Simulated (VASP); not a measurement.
# Mg6SnMo (Amm2) in VASP: settings compared

Aim: see how the results for Mg6SnMo move with the level of theory and the settings. Levels: PBE, revTPSS, AM05. Tasks: single point, relaxation of the atoms.

All numbers are computed with VASP 6.6.1; they aren't measurements. Logs are shortened: lines on timing, memory, paths and dates and some standing lists are left out, and cuts for length are marked.

## Step 1: The crystal as given

It takes space group Amm2 (No. 38, orthorhombic). The conventional cell has a = 4.956 Å, b = 6.262 Å, c = 10.654 Å, α = 90.00°, β = 90.00°, γ = 90.00°. Sn (site symmetry mm2) has 10 Mg at 2.95 to 3.23 Å and 2 Mo at 3.00 Å as nearest neighbours. Mo (site symmetry mm2) is surrounded by 2 Sn at 3.00 Å and 10 Mg at 3.02 to 3.13 Å. Around Mg (site symmetry mm2) lie 10 Mg at 3.06 to 3.10 Å and 2 Mo at 3.13 Å. Mg (site symmetry m) has 2 Mo at 3.05 to 3.13 Å and 8 Mg at 3.05 to 3.19 Å and 2 Sn at 3.11 Å as nearest neighbours. Mg (site symmetry mm2) is surrounded by 10 Mg at 3.05 to 3.10 Å and 2 Sn at 3.13 Å. Around Mg (site symmetry m) lie 2 Sn at 2.95 to 3.23 Å and 8 Mg at 2.99 to 3.27 Å and 2 Mo at 3.02 Å.

The cell comes from a database or a generator and needn't be the stable form of this composition.

## Step 2: Single point, PBE

File INCAR:

```
SYSTEM = Mg6SnMo
ALGO = Normal ; EDIFF = 1E-6
ENCUT = 520 ; GGA = PE
ISIF = 2 ; ISMEAR = 0
LASPH = .TRUE. ; LCHARG = .TRUE.
LELF = .TRUE. ; LREAL = .FALSE.
LVHAR = .TRUE. ; LWAVE = .FALSE.
NELM = 80 ; PREC = Accurate
SIGMA = 0.02
```

File KPOINTS:

```
k-points
0
G
  6 5 5
  0 0 0
```

File POSCAR:

```
Mg6SnMo
1.0
    4.9563570000      0.0000000000      0.0000000000
    0.0000000000      3.1307925000      5.3272295000
    0.0000000000     -3.1307925000      5.3272295000
Sn Mo Mg
1 1 6
Direct
    0.0000000000      0.8248630000      0.8248630000
    0.5000000000      0.6661460000      0.6661460000
    0.5000000000      0.1657720000      0.1657720000
    0.5000000000      0.6640040000      0.1735300000
    0.5000000000      0.1735300000      0.6640040000
    0.0000000000      0.3337240000      0.3337240000
    0.0000000000      0.8249170000      0.3470450000
    0.0000000000      0.3470450000      0.8249170000
```

Potentials or basis: VASP PAW PBE potentials, release 64 (Sn_d, Mo_pv, Mg_pv).

Launch:

```
$ cat potpaw_PBE.64/Sn_d/POTCAR potpaw_PBE.64/Mo_pv/POTCAR potpaw_PBE.64/Mg_pv/POTCAR > POTCAR
$ mpirun -np 1 vasp_std > vasp.out
```

OUTCAR:

```text
SYSTEM = Mg6SnMo
   EDIFF = 1E-6
   ENCUT = 520
   GGA = PE
   ISIF = 2
   ISMEAR = 0
   LASPH = .TRUE.
   LREAL = .FALSE.
   NELM = 80
   PREC = Accurate

 ion  position               nearest neighbor table
   1  0.000  0.825  0.825-   7 2.95   8 2.95   2 3.00   2 3.00   5 3.11   4 3.11   4 3.11   5 3.11
                             6 3.13   6 3.13
   2  0.500  0.666  0.666-   1 3.00   1 3.00
   3  0.500  0.166  0.166-
   4  0.500  0.664  0.174-   1 3.11   1 3.11
   5  0.500  0.174  0.664-   1 3.11   1 3.11
   6  0.000  0.334  0.334-   1 3.13   1 3.13
   7  0.000  0.825  0.347-   1 2.95
   8  0.000  0.347  0.825-   1 2.95

  LATTYP: Found a base centered orthorhombic cell.
 ALAT       =     6.2615850000
 B/A-ratio  =     1.7015594294
 C/A-ratio  =     0.7915499031

  Lattice vectors:

 A1 = (   0.0000000000,   3.1307925000,  -5.3272295000)
 A2 = (   0.0000000000,   3.1307925000,   5.3272295000)
 A3 = (   4.9563570000,   0.0000000000,   0.0000000000)

Analysis of symmetry for initial positions (statically):
=====================================================================
 Subroutine PRICEL returns:
 Original cell was already a primitive cell.

 Routine SETGRP: Setting up the symmetry group for a
 base centered orthorhombic supercell.

 Subroutine GETGRP returns: Found  4 space group operations
 (whereof  4 operations were pure point group operations)
 out of a pool of  8 trial point group operations.

The static configuration has the point symmetry C_2v.

Analysis of symmetry for dynamics (positions and initial velocities):
=====================================================================
 Subroutine PRICEL returns:
 Original cell was already a primitive cell.

 Routine SETGRP: Setting up the symmetry group for a
 base centered orthorhombic supercell.

 Subroutine GETGRP returns: Found  4 space group operations
 (whereof  4 operations were pure point group operations)
 out of a pool of  8 trial point group operations.

The dynamic configuration has the point symmetry C_2v.

 Subroutine INISYM returns: Found  4 space group operations
 (whereof  4 operations are pure point group operations),
 and found     1 'primitive' translations

----------------------------------------------------------------------------------------

                                     Primitive cell

  volume of cell :     165.3287

  direct lattice vectors                    reciprocal lattice vectors
     4.956357000  0.000000000  0.000000000     0.201761092  0.000000000  0.000000000
     0.000000000  3.130792500  5.327229500     0.000000000  0.159703973  0.093857417
     0.000000000 -3.130792500  5.327229500     0.000000000 -0.159703973  0.093857417

  length of vectors
     4.956357000  6.179096683  6.179096683     0.201761092  0.185241933  0.185241933

  position of ions in fractional coordinates (direct lattice)
     0.000000000  0.824863000  0.824863000
     0.500000000  0.666146000  0.666146000
     0.500000000  0.165772000  0.165772000
     0.500000000  0.664004000  0.173530000
     0.500000000  0.173530000  0.664004000
     0.000000000  0.333724000  0.333724000
     0.000000000  0.824917000  0.347045000
     0.000000000  0.347045000  0.824917000

  ion indices of the primitive-cell ions
   primitive index   ion index
                 1           1
                 2           2
                 3           3
                 4           4
                 5           5
                 6           6
                 7           7
                 8           8

----------------------------------------------------------------------------------------

 KPOINTS: k-points

Automatic generation of k-mesh.
 Grid dimensions read from file:
 generate k-points for:    6    5    5

 Generating k-lattice:

  Cartesian coordinates                     Fractional coordinates (reciprocal lattice)
     0.033626849  0.000000000  0.000000000     0.166666667  0.000000000  0.000000000
     0.000000000  0.031940795  0.018771483     0.000000000  0.200000000  0.000000000
     0.000000000 -0.031940795  0.018771483     0.000000000  0.000000000  0.200000000

  Length of vectors
     0.033626849  0.037048387  0.037048387

  Shift w.r.t. Gamma in fractional coordinates (k-lattice)
     0.000000000  0.000000000  0.000000000

 Subroutine IBZKPT returns following result:
 ===========================================

 Found     36 irreducible k-points:

 Following reciprocal coordinates:
            Coordinates               Weight
  0.000000  0.000000  0.000000      1.000000
  0.166667  0.000000  0.000000      2.000000
  0.333333  0.000000  0.000000      2.000000
  0.500000  0.000000  0.000000      1.000000
  0.000000  0.200000 -0.000000      4.000000
  0.166667  0.200000 -0.000000      8.000000
[... 16 lines left out ...]
  0.333333 -0.400000  0.200000      8.000000
  0.500000 -0.400000  0.200000      4.000000
 [... further k-points ...]
   k-points           NKPTS =     36   k-points in BZ     NKDIM =     36   number of bands    NBANDS=     44
   number of dos      NEDOS =    301   number of ions     NIONS =      8
   total plane-waves  NPLWV =  92160
   dimension x,y,z NGX =    40 NGY =   48 NGZ =   48
   dimension x,y,z NGXF=    80 NGYF=   96 NGZF=   96
   ions per type =               1   1   6
   NGX,Y,Z   is equivalent  to a cutoff of  13.42, 12.91, 12.91 a.u.
   NGXF,Y,Z  is equivalent  to a cutoff of  26.83, 25.83, 25.83 a.u.
 SYSTEM =  Mg6SnMo
   PREC   = accura    normal or accurate (medium, high low for compatibility)
   ISTART =      0    job   : 0-new  1-cont  2-samecut
   ICHARG =      2    charge: 1-file 2-atom 10-const
   ISPIN  =      1    spin polarized calculation?
   LNONCOLLINEAR =      F non collinear calculations
   LSORBIT =      F    spin-orbit coupling
   LASPH  =      T    aspherical Exc in radial PAW
   ENCUT  =  520.0 eV  38.22 Ry    6.18 a.u.   9.22 11.49 11.49*2*pi/ulx,y,z
   NELM   =     80;   NELMIN=  2; NELMDL= -5     # of ELM steps
   EDIFF  = 0.1E-05   stopping-criterion for ELM
   LREAL  =      F    real-space projection
   EDIFFG = 0.1E-04   stopping-criterion for IOM
   NSW    =      0    number of steps for IOM
   IBRION =     -1    ionic relax: 0-MD 1-quasi-New 2-CG
   NFREE  =      0    steps in history (QN), initial steepest desc. (CG)
   ISIF   =      2    stress and relaxation
   ISYM   =      2    0-nonsym 1-usesym 2-fastsym
   POTIM  = 0.5000    time-step for ionic-motion
   TEBEG  =    0.0;   TEEND  =   0.0 temperature during run
   PSTRESS=    0.0 pullay stress
   NELECT =      74.0000    total number of electrons
   NUPDOWN=      -1.0000    fix difference up-down
   EMIN   =  10.00;   EMAX   =-10.00  energy-range for DOS
   EFERMI =   0.00;   METHOD = LEGACY
   ISMEAR =     0;   SIGMA  =   0.02  broadening in eV -4-tet -1-fermi 0-gaus
   EFERMI_NEDOS =   21; number of points for ismear=-14 and -15
   IALGO  =     38    algorithm
   IMIX   =      4    mixing-type and parameters
     AMIX     =   0.40;   BMIX     =  1.00
     AMIX_MAG =   1.60;   BMIX_MAG =  1.00
  volume/ion in A,a.u.               =      20.67       139.46
  Fermi-wavevector in a.u.,A,eV,Ry     =   1.252283  2.366473 21.336845  1.568214
  Thomas-Fermi vector in A             =   2.386191
   LORBIT       =      0    0 simple, 1 ext, 2 COOP (PROOUT), +10 PAW based schemes
   GGA     = PE    functional components
   LHFCALC =     F    Hartree Fock is set to
   AEXX    =    0.0000 exact exchange contribution
   IVDW    =     0    specifies the selected vdW correction
   LEPSILON=     F    determine dielectric tensor
   LRPA    =     F    only Hartree local field effects (RPA)
 non-spin polarized calculation
 Gauss-broadening in eV      SIGMA  =   0.02
  energy-cutoff  :      520.00
  volume of cell :      165.33
 maximum number of plane-waves:      4498
 NGX is ok and might be reduce to    40
   NGX = 19   NGY = 23   NGZ = 23

 number of electron      74.0000014 magnetization

 Free energy of the ion-electron system (eV)
  ---------------------------------------------------
  ext. energy  EPLUGINS =         0.00000000
  ---------------------------------------------------
  free energy    TOTEN  =       -22.70433899 eV

  energy without entropy =      -22.70249749  energy(sigma->0) =      -22.70341824

 E-fermi :   4.3585     XC(G=0):  -9.8016

 val. band max:        4.3552216997   @ k =   0.3333   0.4000   0.0000
 cond. band min:       4.3640680468   @ k =   0.3333   0.4000   0.2000
 fundamental gap:      0.0088463471
 Fermi energy:         4.3584768991

 k-point     1 :       0.0000    0.0000    0.0000
  band No.  band energies     occupation
      1     -38.4795      2.00000
      2     -38.4740      2.00000
      3     -38.4730      2.00000
      4     -38.0278      2.00000
      5     -38.0181      2.00000
      6     -38.0164      2.00000
[... 36 lines left out ...]
     43       7.5614      0.00000
     44       7.6181      0.00000

 k-point     2 :       0.1667    0.0000    0.0000
  band No.  band energies     occupation
      1     -38.4795      2.00000
      2     -38.4740      2.00000
      3     -38.4731      2.00000
      4     -38.0277      2.00000
      5     -38.0182      2.00000
      6     -38.0164      2.00000
[... 36 lines left out ...]
     43       7.0353      0.00000
     44       7.1954      0.00000

 k-point     3 :       0.3333    0.0000    0.0000
  band No.  band energies     occupation
      1     -38.4796      2.00000
      2     -38.4739      2.00000
      3     -38.4731      2.00000
      4     -38.0276      2.00000
      5     -38.0184      2.00000
      6     -38.0163      2.00000
[... 36 lines left out ...]
     43       6.7252      0.00000
     44       6.7853      0.00000

 k-point     4 :       0.5000    0.0000    0.0000
  band No.  band energies     occupation
      1     -38.4796      2.00000
      2     -38.4739      2.00000
      3     -38.4732      2.00000
      4     -38.0276      2.00000
      5     -38.0185      2.00000
      6     -38.0163      2.00000
[... 882 lines left out ...]
     43       7.2880      0.00000
     44       7.7309      0.00000

 k-point    23 :       0.3333   -0.4000    0.2000
  band No.  band energies     occupation
      1     -38.4795      2.00000
      2     -38.4739      2.00000
      3     -38.4729      2.00000
      4     -38.0212      2.00000
      5     -38.0177      2.00000
      6     -38.0169      2.00000
[... 36 lines left out ...]
     43       7.7190      0.00000
     44       7.8966      0.00000

 k-point    24 :       0.5000   -0.4000    0.2000
  band No.  band energies     occupation
      1     -38.4795      2.00000
      2     -38.4739      2.00000
      3     -38.4729      2.00000
      4     -38.0211      2.00000
      5     -38.0178      2.00000
      6     -38.0169      2.00000
[... 36 lines left out ...]
     43       7.4443      0.00000
     44       7.9312      0.00000

 [... further k-points ...]

------------------------ aborting loop because EDIFF is reached ----------------------------------------

  FORCE on cell =-STRESS in cart. coord.  units (eV):
  Direction    XX          YY          ZZ          XY          YZ          ZX
  --------------------------------------------------------------------------------------
  -------------------------------------------------------------------------------------
  Total       -0.1864736     -0.6243264     -0.2752792      0.0000000      0.0000000      0.0000000
  in kB       -1.8070896     -6.0502595     -2.6676920      0.0000000      0.0000000      0.0000000
  external PRESSURE =      -3.5083470 kB  Pullay stress =       0.0000000 kB

 VOLUME and BASIS-vectors are now :
 -----------------------------------------------------------------------------
  energy-cutoff  :      520.00
  volume of cell :      165.33
      direct lattice vectors                 reciprocal lattice vectors
     4.956357000  0.000000000  0.000000000     0.201761092  0.000000000  0.000000000
     0.000000000  3.130792500  5.327229500     0.000000000  0.159703973  0.093857417
     0.000000000 -3.130792500  5.327229500     0.000000000 -0.159703973  0.093857417

 POSITION                                       TOTAL-FORCE (eV/Angst)
 -----------------------------------------------------------------------------------
      0.00000      0.00000      8.78847         0.000000      0.000000     -0.021427
      2.47818      0.00000      7.09743         0.000000      0.000000      0.030557
      2.47818      0.00000      1.76621         0.000000      0.000000     -0.022137
      2.47818      1.53557      4.46174         0.000000      0.007413      0.015702
      2.47818     -1.53557      4.46174         0.000000     -0.007413      0.015702
      0.00000      0.00000      3.55565         0.000000      0.000000     -0.012778
      0.00000      1.49612      6.24331         0.000000     -0.008620     -0.002810
      0.00000     -1.49612      6.24331         0.000000      0.008620     -0.002810
 -----------------------------------------------------------------------------------
    total drift:                               -0.000000      0.000000      0.000125

  FREE ENERGIE OF THE ION-ELECTRON SYSTEM (eV)
  ---------------------------------------------------
  free  energy   TOTEN  =       -22.7043389889 eV

  energy  without entropy=      -22.7024974920  energy(sigma->0) =      -22.70341824
```

Run time: 3.8 min. Hardware: 1 thread of Intel Xeon Platinum 8259CL at 2.50GHz (Skylake/Cascade Lake), shared host; peak memory 0.43 GiB.

What came out:

- Free energy: -22.7043 eV
- Pressure: -0.4 GPa
- Largest force: 0.031 eV/Å
- Band gap on the k mesh: none (metal or under the smearing width)

Forces in eV/Å, atoms in the order of the input:
```
Sn   0.000  0.000 -0.021
Mo   0.000  0.000  0.031
Mg   0.000  0.000 -0.022
Mg   0.000  0.007  0.016
Mg   0.000 -0.007  0.016
Mg   0.000  0.000 -0.013
Mg   0.000 -0.009 -0.003
Mg   0.000  0.009 -0.003
```

Levels at points of the mesh, in eV from the Fermi level:
```tsv
k point	band 33	band 34	band 35	band 36	band 37	band 38	band 39	band 40	band 41	band 42
(0.00, 0.00, 0.00)	-2.01	-1.85	-1.09	-0.81	-0.57	0.37	0.46	1.50	2.58	3.10
(0.50, 0.00, 0.00)	-1.60	-1.32	-1.27	-1.15	-0.67	-0.34	-0.33	-0.23	1.25	1.75
```

## Step 3: Single point, PBE

File run.py:

```python
from ase.calculators.vasp import Vasp
from ase.dft.bandgap import bandgap
from ase.io import read

atoms = read('Mg6SnMo.xyz')
calc = Vasp(
    directory='calc',
    xc='pbe',
    pp='PBE',
    setups='materialsproject',
    prec='Accurate',
    encut=520,
    ediff=1e-07,
    ismear=0,
    sigma=0.02,
    lreal=False,
    lasph=True,
    nelm=60,
    algo='Fast',
    isif=2,
    lwave=False,
    lcharg=False,
    kpts=[6, 5, 5],
    gamma=True,
    nbands=47,
)
atoms.calc = calc

print('energy (eV):', atoms.get_potential_energy())
print('free energy (eV):', atoms.get_potential_energy(force_consistent=True))
print('forces (eV/A):')
print(atoms.get_forces())
print('stress (eV/A^3, Voigt):', atoms.get_stress())
print('Fermi level (eV):', calc.get_fermi_level())
gap, top, bottom = bandgap(calc)
print('band gap (eV):', gap, 'from (spin, k, band)', top, 'to', bottom)
```

File Mg6SnMo.xyz:

```xyz
8
Lattice="4.9563570000 0.0000000000 0.0000000000 0.0000000000 3.1307925000 5.3272295000 0.0000000000 -3.1307925000 5.3272295000" Properties=species:S:1:pos:R:3 pbc="T T T"
Sn     0.0000000000      0.0000000000      8.7884690141
Mo     2.4781785000      0.0000000000      7.0974252450
Mg     2.4781785000      0.0000000000      1.7662109773
Mg     2.4781785000      1.5355723206      4.4617358321
Mg     2.4781785000     -1.5355723206      4.4617358321
Mg     0.0000000000      0.0000000000      3.5556486753
Mg     0.0000000000      1.4961180736      6.2433105393
Mg     0.0000000000     -1.4961180736      6.2433105393
```

Potentials or basis: VASP PAW PBE potentials, release 64 (Sn_d, Mo_pv, Mg_pv).

Launch:

```
$ python run.py
```

The program printed:

```text
energy (eV): -22.70341807
free energy (eV): -22.70433896
forces (eV/A):
[[ 0.          0.         -0.02125801]
 [ 0.          0.          0.03057711]
 [ 0.          0.         -0.02174573]
 [ 0.          0.00664594  0.01564217]
 [ 0.         -0.00664594  0.01564217]
 [ 0.          0.         -0.01314328]
 [ 0.         -0.00766703 -0.00285722]
 [ 0.          0.00766703 -0.00285722]]
stress (eV/A^3, Voigt): [ 0.00109577  0.00373569  0.00162244 -0.         -0.         -0.        ]
Fermi level (eV): 4.35844338
band gap (eV): 0.0 from (spin, k, band) (None, None, None) to (None, None, None)
```

OUTCAR:

```text
ENCUT = 520.000000
   EDIFF = 1.00e-07
   GGA = PE
   PREC = Accurate
   ISIF = 2
   ISMEAR = 0
   NELM = 60
   LASPH = .TRUE.
   LREAL = .FALSE.

 ion  position               nearest neighbor table
   1  0.000  0.825  0.825-   7 2.95   8 2.95   2 3.00   2 3.00   5 3.11   4 3.11   4 3.11   5 3.11
                             6 3.13   6 3.13
[... 1429 lines left out ...]
  energy-cutoff  :      520.00
  volume of cell :      165.33
      direct lattice vectors                 reciprocal lattice vectors
     4.956357000  0.000000000  0.000000000     0.201761092  0.000000000  0.000000000
     0.000000000  3.130792500  5.327229500     0.000000000  0.159703973  0.093857417
     0.000000000 -3.130792500  5.327229500     0.000000000 -0.159703973  0.093857417

 POSITION                                       TOTAL-FORCE (eV/Angst)
 -----------------------------------------------------------------------------------
      0.00000      0.00000      8.78847         0.000000      0.000000     -0.021258
      2.47818      0.00000      7.09743         0.000000      0.000000      0.030577
      2.47818      0.00000      1.76621         0.000000      0.000000     -0.021746
      2.47818      1.53557      4.46174         0.000000      0.006646      0.015642
      2.47818     -1.53557      4.46174         0.000000     -0.006646      0.015642
      0.00000      0.00000      3.55565         0.000000      0.000000     -0.013143
      0.00000      1.49612      6.24331         0.000000     -0.007667     -0.002857
      0.00000     -1.49612      6.24331         0.000000      0.007667     -0.002857
 -----------------------------------------------------------------------------------
    total drift:                               -0.000000      0.000000     -0.000810

  FREE ENERGIE OF THE ION-ELECTRON SYSTEM (eV)
  ---------------------------------------------------
  free  energy   TOTEN  =       -22.7043389579 eV

  energy  without entropy=      -22.7024971845  energy(sigma->0) =      -22.70341807
```

INCAR:

```text
ENCUT = 520.000000
SIGMA = 0.020000
EDIFF = 1.00e-07
ALGO = Fast
GGA = PE
PREC = Accurate
ISIF = 2
ISMEAR = 0
NBANDS = 47
NELM = 60
LASPH = .TRUE.
LCHARG = .FALSE.
LWAVE = .FALSE.
LREAL = .FALSE.
```

Run time: 5.8 min. Hardware: 1 thread of Intel Xeon Platinum 8259CL at 2.50GHz (Skylake/Cascade Lake), shared host; peak memory 0.45 GiB.

Results:

```
Free energy            : -22.7043 eV
Pressure               : -0.3 GPa
Largest force          : 0.031 eV/Å
Band gap on the k mesh : none (metal or under the smearing width)
```

Forces on the atoms (eV/Å):
```
Sn   0.000  0.000 -0.021
Mo   0.000  0.000  0.031
Mg   0.000  0.000 -0.022
Mg   0.000  0.007  0.016
Mg   0.000 -0.007  0.016
Mg   0.000  0.000 -0.013
Mg   0.000 -0.008 -0.003
Mg   0.000  0.008 -0.003
```

Stress tensor (GPa, compression positive):
```
-0.18  0.00  0.00
 0.00 -0.60  0.00
 0.00  0.00 -0.26
```

[end of part 1 of 2]
